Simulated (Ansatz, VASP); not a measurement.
# SiO2 in two plane-wave programs

Aim: how closely do two programs agree when they are given the same cell, functional and k mesh? The cell is taken from a series of runs on this material, whose earlier steps may have relaxed, scaled, displaced or heated it; both programs get it as it stands.

Calculated with Ansatz 0.2.0; plane waves, with VASP 6.6.1 beside it; single point at PBE0.

### Step 1. Starting point

The structure is trigonal, space group P3_221 (No. 154). The conventional cell has a = 4.916 Å, b = 4.916 Å, c = 5.408 Å, α = 90.00°, β = 90.00°, γ = 120.00°. Nearest to Si lie 4 O at 1.61 Å. O has 2 Si at 1.61 Å nearest. Farther neighbours and most contacts between anions are not listed.

As a file:

```cif
data_structure
_symmetry_space_group_name_H-M 'P 1'
_symmetry_Int_Tables_number 1
_cell_length_a 4.9164
_cell_length_b 4.9164
_cell_length_c 5.4084
_cell_angle_alpha 90.000
_cell_angle_beta 90.000
_cell_angle_gamma 120.000
_cell_volume 113.21
loop_
_atom_site_label
_atom_site_type_symbol
_atom_site_fract_x
_atom_site_fract_y
_atom_site_fract_z
_atom_site_occupancy
Si1 Si 0.46973 0.00000 0.66667 1
Si2 Si 0.00000 0.46973 0.33333 1
Si3 Si 0.53027 0.53027 0.00000 1
O4 O 0.41354 0.26758 0.78558 1
O5 O 0.73242 0.14596 0.45225 1
O6 O 0.85404 0.58646 0.11891 1
O7 O 0.26758 0.41354 0.21442 1
O8 O 0.14596 0.73242 0.54775 1
O9 O 0.58646 0.85404 0.88109 1
```

### Step 2. VASP: single point, PBE0

A single point gives forces, pressure and levels at one fixed geometry, so differences don't come from the geometry; what else differs is listed under the comparison.

Lines of VASP's logs that name or quote its potential files are left out, and so is its time.

The run reads the wave functions of an earlier VASP run, which isn't shown here.

Contents of INCAR:

```
SYSTEM = SiO2
PREC = Accurate
ENCUT = 520
EDIFF = 1E-06
NELM = 100
ISMEAR = 0
SIGMA = 0.01
LREAL = .FALSE.
ALGO = Normal
LHFCALC = .TRUE.
AEXX = 0.25
GGA = PE
LASPH = .TRUE.
NBANDS = 33
PRECFOCK = Fast
LORBIT = 11
LWAVE = .FALSE.
LCHARG = .FALSE.
KPAR = 16
ISIF = 2
```

Contents of POSCAR:

```
SiO2
1.0
    4.9163600000      0.0000000000      0.0000000000
   -2.4581800000      4.2576926541      0.0000000000
    0.0000000000      0.0000000000      5.4084000000
Si O
3 6
Direct
    0.4697300000      0.0000000000      0.6666666667
    0.0000000000      0.4697300000      0.3333333333
    0.5302700000      0.5302700000      0.0000000000
    0.4135400000      0.2675800000      0.7855800000
    0.7324200000      0.1459600000      0.4522466667
    0.8540400000      0.5864600000      0.1189133333
    0.2675800000      0.4135400000      0.2144200000
    0.1459600000      0.7324200000      0.5477533333
    0.5864600000      0.8540400000      0.8810866667
```

Contents of KPOINTS:

```
Automatic mesh
0
Gamma
6 6 4
0 0 0
```

The projector-augmented-wave data sets are Si and O (PBE family, release 64).

Started as:

```bash
> mpirun -np 16 vasp_std
```

Numbers of over 12 decimals in the logs are rounded to 6 here.

Output:

```text
[banner, memory and clock lines left out]
running   16 mpi-ranks, on    1 nodes
 distrk:  each k-point on    1 cores,   16 groups
 distr:  one band on    1 cores,    1 groups

 POSCAR found type information on POSCAR SiO
 POSCAR found :  2 types and       9 ions
|                                                                             |
|           W    W    AA    RRRRR   N    N  II  N    N   GGGG   !!!           |
|           W    W   A  A   R    R  NN   N  II  NN   N  G    G  !!!           |
|           W    W  A    A  R    R  N N  N  II  N N  N  G       !!!           |
|           W WW W  AAAAAA  RRRRR   N  N N  II  N  N N  G  GGG   !            |
|           WW  WW  A    A  R   R   N   NN  II  N   NN  G    G                |
|           W    W  A    A  R    R  N    N  II  N    N   GGGG   !!!           |
|                                                                             |
|     For optimal performance we recommend to set                             |
|       NCORE = 2 up to number-of-cores-per-socket                            |
|     NCORE specifies how many cores store one orbital (NPAR=cpu/NCORE).      |
|     This setting can greatly improve the performance of VASP for DFT.       |
|     The default, NCORE=1 might be grossly inefficient on modern             |
|     multi-core architectures or massively parallel machines. Do your        |
|     Unfortunately you need to use the default for GW and RPA                |
|     calculations (for HF NCORE is supported but not extensively tested      |
|     yet).                                                                   |
|                                                                             |

 LDA part: xc-table for (Slater+PW92), standard interpolation
 found WAVECAR, reading the header
 POSCAR, INCAR and KPOINTS ok, starting setup
 FFT: planning ... GRIDC
 FFT: planning ... GRID_SOFT
 FFT: planning ... GRID
 reading WAVECAR
 the WAVECAR file was read successfully
 initial charge from wavefunction
 entering main loop
       N       E                     dE             d eps       ncg     rms          rms(c)
DAV:   1    -0.922358502240E+02   -0.92236E+02   -0.12518E+00  1788   0.784E+00    0.567E+00
DAV:   2    -0.922505682033E+02   -0.14718E-01   -0.53947E-02  1990   0.132E+00    0.409E+00
DAV:   3    -0.922462093622E+02    0.43588E-02   -0.44730E-03  2015   0.360E-01    0.245E+00
DAV:   4    -0.922452581896E+02    0.95117E-03   -0.16366E-03  2007   0.201E-01    0.140E+00
DAV:   5    -0.922449876349E+02    0.27055E-03   -0.20119E-04  1999   0.884E-02    0.787E-01
DAV:   6    -0.922448921815E+02    0.95453E-04   -0.56233E-05  1991   0.577E-02    0.446E-01
DAV:   7    -0.922448655602E+02    0.26621E-04   -0.16910E-05  1998   0.333E-02    0.254E-01
DAV:   8    -0.922448580064E+02    0.75538E-05   -0.43430E-06  1967   0.165E-02    0.144E-01
DAV:   9    -0.922448561456E+02    0.18608E-05   -0.15642E-06  1414   0.936E-03    0.827E-02
DAV:  10    -0.922448559218E+02    0.22383E-06   -0.73817E-07  1293   0.657E-03
   1 F= -.92244856E+02 E0= -.92244856E+02  d E =-.122736E-22
```

Parts of OUTCAR (step 2):

```text
ion  position               nearest neighbor table
   1  0.470  0.000  0.667-   4 1.61   8 1.61   9 1.61   5 1.61   3 3.06   3 3.06   2 3.06   2 3.06

  LATTYP: Found a hexagonal cell.
 ALAT       =     4.9163600000
 C/A-ratio  =     1.1000821746

 Subroutine GETGRP returns: Found  6 space group operations
 (whereof  2 operations were pure point group operations)

The static configuration has the point symmetry C_2 .
 The point group associated with its full space group is D_3 .

 Found     24 irreducible k-points:

   k-points           NKPTS =     24   k-points in BZ     NKDIM =    144   number of bands    NBANDS=     33

   dimension x,y,z NGX =    40 NGY =   40 NGZ =   40
   dimension x,y,z NGXF=    80 NGYF=   80 NGZF=   80

   ENCUT  =  520.0 eV  38.22 Ry    6.18 a.u.   9.14  9.14 10.06*2*pi/ulx,y,z

   NELECT =      48.0000    total number of electrons

 k-points in reciprocal lattice and weights: Automatic mesh
   0.00000000  0.00000000  0.00000000       0.007
   0.16666667  0.00000000  0.00000000       0.042
   0.33333333  0.00000000  0.00000000       0.042
   0.50000000  0.00000000  0.00000000       0.021
   0.16666667  0.16666667  0.00000000       0.042
   0.33333333  0.16666667  0.00000000       0.083
   0.33333333  0.33333333  0.00000000       0.014
   0.00000000  0.00000000  0.25000000       0.014
   0.16666667  0.00000000  0.25000000       0.042
[...]
0.33333333  0.16666667  0.50000000       0.083
   0.33333333  0.33333333  0.50000000       0.014

  exchange ACFDT corr.  =         0.00000000  see jH, gK, PRB 81, 115126

 average (electrostatic) potential at core
       1 -82.4238       2 -82.4238       3 -82.4238       4 -65.7848       5 -65.7848
       6 -65.7848       7 -65.7848       8 -65.7848       9 -65.7848

 E-fermi :  -0.5973

 k-point     1 :       0.0000    0.0000    0.0000
  band No.  band energies     occupation
    ...
     20      -1.7324      2.00000
     21      -1.7324      2.00000
     22      -1.3956      2.00000
     23      -0.9971      2.00000
     24      -0.9971      2.00000
     25       7.9302      0.00000
     26      11.3739      0.00000
     27      11.3739      0.00000
     28      11.8884      0.00000
     29      11.8884      0.00000
    ...

 k-point     2 :       0.1667    0.0000    0.0000
  band No.  band energies     occupation
    ...
     20      -1.7931      2.00000
     21      -1.7289      2.00000
     22      -1.4982      2.00000
     23      -0.9437      2.00000
     24      -0.9039      2.00000
     25       8.3689      0.00000
     26      11.3695      0.00000
     27      11.4371      0.00000
     28      11.9220      0.00000
     29      12.0350      0.00000
    ...

 k-point     3 :       0.3333    0.0000    0.0000
  band No.  band energies     occupation
    ...
     20      -1.8375      2.00000
     21      -1.7377      2.00000
     22      -1.5464      2.00000
     23      -0.9263      2.00000
     24      -0.7628      2.00000
     25       9.4215      0.00000
     26      11.4330      0.00000
     27      11.5521      0.00000
     28      12.0371      0.00000
     29      12.4013      0.00000
    ...

  Total        1.0038238      1.0038238      0.9385907      0.0000000     -0.0000000      0.0000000
  in kB       14.2063094     14.2063094     13.2831178      0.0000000     -0.0000000      0.0000000
  external PRESSURE =      13.8985789 kB  Pullay stress =       0.0000000 kB

  energy-cutoff  :      520.00
  volume of cell :      113.21
      direct lattice vectors                 reciprocal lattice vectors
     4.916360000  0.000000000  0.000000000     0.203402517  0.117434498  0.000000000
    -2.458180000  4.257692654  0.000000000     0.000000000  0.234868996  0.000000000
     0.000000000  0.000000000  5.408400000     0.000000000  0.000000000  0.184897567

 POSITION                                       TOTAL-FORCE (eV/Angst)
 -----------------------------------------------------------------------------------
      2.30936      0.00000      3.60560         0.026903     -0.000000      0.000000
     -1.15468      1.99997      1.80280        -0.013452      0.023299      0.000000
      1.30350      2.25773      0.00000        -0.013452     -0.023299      0.000000
      1.37535      1.13927      4.24873        -0.008488      0.033454      0.032011
      3.24204      0.62145      2.44593        -0.024728     -0.024078      0.032011
      2.75714      2.49697      0.64313         0.033216     -0.009376      0.032011
      0.29896      1.76073      1.15967         0.033216      0.009376     -0.032011
     -1.08283      3.11842      2.96247        -0.008488     -0.033454     -0.032011
      0.78386      3.63624      4.76527        -0.024728      0.024078     -0.032011
 -----------------------------------------------------------------------------------
    total drift:                                0.000005      0.000016      0.000000

  FREE ENERGIE OF THE ION-ELECTRON SYSTEM (eV)
  ---------------------------------------------------
  free  energy   TOTEN  =       -92.2448559218 eV

  energy  without entropy=      -92.2448559218  energy(sigma->0) =      -92.24485592

 total charge
# of ion       s       p       d       tot
------------------------------------------
    1        0.657   1.021   0.000   1.677
    2        0.657   1.021   0.000   1.677
    3        0.657   1.021   0.000   1.677
    4        1.557   3.735   0.000   5.292
    5        1.557   3.735   0.000   5.292
    6        1.557   3.735   0.000   5.292
    7        1.557   3.735   0.000   5.292
    8        1.557   3.735   0.000   5.292
    9        1.557   3.735   0.000   5.292
--------------------------------------------------
tot         11.310  25.474   0.000  36.785

[... 3 further parts left out ...]
```

The run ends at a pressure of 1.39 GPa, with forces up to 0.047 eV/Å.

(Continued in part 2 of 2.)

[Lines on the potential files, build, host, timing and source positions are cut from VASP's logs without a mark.]

[Logs are printed without paths, hosts, clocks, repeated set-up lines and the standing remarks that a program may print on its own settings, such as how far it seeks lower states.]

[Hosts, paths, dates, database ids (printed as entryN), source tags and the programs' standing remarks are cut or masked in the printed files.]
